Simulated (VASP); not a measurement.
A run of VASP 6.6.1 is set up as follows.

The input run.py:

```python
from ase import Atoms
from ase.calculators.vasp import Vasp
from ase.dft.bandgap import bandgap

atoms = Atoms(
    ['Zn', 'Mg', 'Mg', 'Mg', 'C'],
    cell=[[4.406931, 0.0, 0.0], [0.0, 4.406931, 0.0], [0.0, 0.0, 4.406931]],
    scaled_positions=[[0.0, 0.0, 0.0], [0.5, 0.0, 0.5], [0.5, 0.5, 0.0], [0.0, 0.5, 0.5], [0.5, 0.5, 0.5]],
    pbc=True,
)
calc = Vasp(
    directory='calc',
    xc='r2scan',
    pp='PBE',
    setups='recommended',
    prec='Accurate',
    encut=520,
    ediff=1e-06,
    ismear=-5,
    sigma=0.05,
    lreal=False,
    lasph=True,
    nelm=80,
    algo='Normal',
    isif=2,
    lwave=False,
    lcharg=False,
    lmixtau=True,
    ivdw=13,
    vdw_s6=1.0,
    vdw_s8=0.6018749,
    vdw_a1=0.51559235,
    vdw_a2=5.77342911,
    kpts=[6, 6, 6],
    gamma=True,
    nbands=19,
)
atoms.calc = calc

print('energy (eV):', atoms.get_potential_energy())
print('free energy (eV):', atoms.get_potential_energy(force_consistent=True))
print('forces (eV/A):')
print(atoms.get_forces())
print('stress (eV/A^3, Voigt):', atoms.get_stress())
print('Fermi level (eV):', calc.get_fermi_level())
gap, top, bottom = bandgap(calc)
print('band gap (eV):', gap, 'from (spin, k, band)', top, 'to', bottom)
```

Potentials or basis: VASP PAW PBE potentials, release 64 (Zn, Mg, C).

Launch:

```sh
$ python run.py
```

Q: What does it give for the band gap on the k mesh?

A: None (metal or under the smearing width).

Q: Estimate the dispersion energy per atom.

A: -0.051 eV.

Caveat: the PAW data sets were made with another functional, which shifts forces and pressure a little; tetrahedron occupations give inexact forces and stress in metals.
